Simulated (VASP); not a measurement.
**BTe: equation of state with PBE**

Crystal: BTe.

```
B Te
1.0
     3.45204    0.00000    0.00000
    -1.72602    2.98956    0.00000
     0.00000    0.00000    3.28845
B Te
1 1
Direct
  0.00000 0.00000 0.50000
  0.66667 0.33333 0.00000
```

The cell was built by a generator and needn't be a form met in nature.

```yaml
Program: VASP 6.6.1
Task: equation of state
Functional: PBE
Potentials_or_basis: VASP PAW PBE potentials, release 64 (B, Te)
Cutoff: 520 eV
k_mesh: 9 × 9 × 8
Occupations: fermi-dirac, width 0.05 eV
Spin: no spin polarisation
Further_INCAR_settings: ALGO = Normal; EDIFF = 1e-07; NBANDS = 12
```

```json
{
 "Equilibrium volume": "16.90 Å³/atom (rough: see the caveat)",
 "Bulk modulus at fixed shape and positions": "77 GPa (rough)"
}
```

Energy against volume, from the lowest point:
```
volume (Å³/atom)  energy (meV/atom)
          15.950              14.93
          16.290               5.78
          16.629               0.99
          16.969               0.00
          17.308               2.20
          17.647               7.06
          17.987              14.22
```

All runs of the series together: 6.7 min on 1 thread of Intel(R) Xeon(R) Platinum 8375C CPU @ 2.90GHz (Ice Lake) (shared host).

Caveat: the fit is doubtful: noisy points or a state that changes with volume; the cell was scaled at fixed shape and fractional positions, which overstates the stiffness of a crystal with free parameters, most of all of layers and chains. The run has no spin-orbit coupling, so splittings on Te are missing.
